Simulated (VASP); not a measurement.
Consider the following.

```
CELL_PARAMETERS angstrom
      1.91000    -3.30822     0.00000
      1.91000     3.30822     0.00000
      0.00000     0.00000     6.26000
ATOMIC_POSITIONS crystal
  Zn 0.66667 0.33333 0.50000
  Zn 0.33333 0.66667 0.00000
  S  0.66667 0.33333 0.87500
  S  0.33333 0.66667 0.37500
```

Method: PBE GGA + U (Dudarev), VASP's PBE PAW potentials (set 64) (plane waves; VASP). Numerical set-up: 400 eV cut-off, 6×6×3 Γ-centred mesh, Gaussian smearing of 0.050 eV, potentials Zn S, U − J: Zn 6.00 eV.

Q: What does the run give for the energy per atom (σ→0), band gap (on the k-mesh) with the smallest direct gap where there is one?

A: 
band gap (on the k-mesh): 2.55 eV
smallest direct gap (on the k-mesh): 2.55 eV
energy per atom (σ→0): -3.232 eV/atom

Total energies compare only between runs with the same potentials, cut-off and functional.

The compound is ZnS in the wurtzite structure, the high-temperature form. The cell was not relaxed at this level. The run is one of a series of settings (LDAU = .TRUE., LDAUJ = 0 0, LDAUL = 2 -1, LDAUTYPE = 2, LDAUU = 6.0 0 against the base run), some of them coarse on purpose.
